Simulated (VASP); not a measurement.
MoS2:

```xyz
6
Lattice="3.1610 0.0000 0.0000 -1.5805 2.7375 0.0000 0.0000 0.0000 13.7704" Properties=species:S:1:pos:R:3 pbc="T T T"
Mo    0.0000    1.8250    3.4426
Mo    1.5805    0.9125   10.3278
S     1.5805    0.9125    5.0076
S     1.5805    0.9125    1.8776
S     0.0000    1.8250   11.8928
S     0.0000    1.8250    8.7628
```

The cell was built by a generator and needn't be a form met in nature.

Base run:

```yaml
Program: VASP 6.6.1
Functional: SCAN
Potentials_or_basis: VASP PAW PBE potentials, release 64 (Mo_sv, S)
Cutoff: 520 eV
k_mesh: 8 × 8 × 2
Occupations: fermi-dirac, width 0.05 eV
Spin: no spin polarisation
```

Its results: band gap on the k mesh 1.65 eV, indirect (least direct gap 2.15 eV); pressure -0.3 GPa; largest force 0.124 eV/Å.

The run is repeated on the same cell with these changes: functional from SCAN to LDA; potentials or basis from VASP PAW PBE potentials, release 64 (Mo_sv, S) to VASP PAW LDA potentials, release 64 (Mo_sv, S). What comes out?

Band gap on the k mesh 1.45 eV, indirect (least direct gap 2.02 eV); pressure -4.7 GPa; largest force 0.417 eV/Å.

Caveats: the PAW data sets were made with another functional, which shifts forces and pressure a little (some runs).

A k mesh can miss the band edges.
